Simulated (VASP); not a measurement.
All values below come from optB88-vdW, VASP's PBE PAW potentials (set 64) (plane waves; VASP 6.6.1).

VASP input:

### POSCAR
```
Bi2Te3 monolayer
4.4177970
  0.9999999807   0.0000000000   0.0000000000
 -0.4999999903   0.8660253423   0.0000000000
  0.0000000000   0.0000000000   5.4984453512
Bi Te
2 3
Direct
  0.3333330000   0.6666670000   0.4142840149
  0.0000000000   0.0000000000   0.5857159851
  0.0000000000   0.0000000000   0.3427578149
  0.6666670000   0.3333330000   0.5000000000
  0.3333330000   0.6666670000   0.6572421851
```

### INCAR
```
AGGAC = 0.0
ALGO = Normal
EDIFF = 1E-6
ENCUT = 400
GGA = BO
ISMEAR = 0
LASPH = .TRUE.
LCHARG = .FALSE.
LMAXMIX = 4
LORBIT = 11
LREAL = .FALSE.
LUSE_VDW = .TRUE.
LVHAR = .TRUE.
LWAVE = .FALSE.
NELM = 100
NELMIN = 4
PARAM1 = 0.1833333333
PARAM2 = 0.22
PREC = Normal
SIGMA = 0.05
SYSTEM = Bi2Te3 monolayer
```

**KPOINTS**
```
Automatic mesh
0
Gamma
12 12 1
0 0 0
```

POTCAR, in this order: Bi_d Te (PBE.64 set). Program: vasp_std. Read from the step before: WAVECAR.

### Question
What will the output report for the number of irreducible k-points (NKPTS), largest plane-wave count, number of space-group operations, FFT grid (NGX, NGY, NGZ)?

### Answer

| Quantity | Result |
|---|---|
| number of irreducible k-points (NKPTS) | 19 |
| largest plane-wave count | 7503 |
| number of space-group operations | 12 |
| FFT grid (NGX, NGY, NGZ) | 24 × 24 × 120 |

The cell is a sheet with vacuum, built from Bi2Te3 (tetradymite).
